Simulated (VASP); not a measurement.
```
CELL_PARAMETERS angstrom
      1.58500    -2.74530     0.00000
      1.58500     2.74530     0.00000
      0.00000     0.00000     3.53000
ATOMIC_POSITIONS crystal
  Zr 0.00000 0.00000 0.00000
  B  0.33333 0.66667 0.50000
  B  0.66667 0.33333 0.50000
```

Level of theory: PBE GGA, VASP's PBE PAW potentials (set 64) (plane waves; VASP). Settings: 520 eV cut-off, 8×8×7 Γ-centred mesh, first-order Methfessel-Paxton smearing of 0.10 eV, potentials Zr_sv B.

### Question
Predict the energy per atom (σ→0), pressure, band gap (on the k-mesh) with the smallest direct gap where there is one.

### Answer

```yaml
band gap (on the k-mesh): none (metal, semimetal or under 0.01 eV)
energy per atom (σ→0): -803.3 kJ/mol of atoms
pressure: 1.11 GPa
```

The compound is ZrB2 in the AlB2 type structure. The cell was not relaxed at this level.
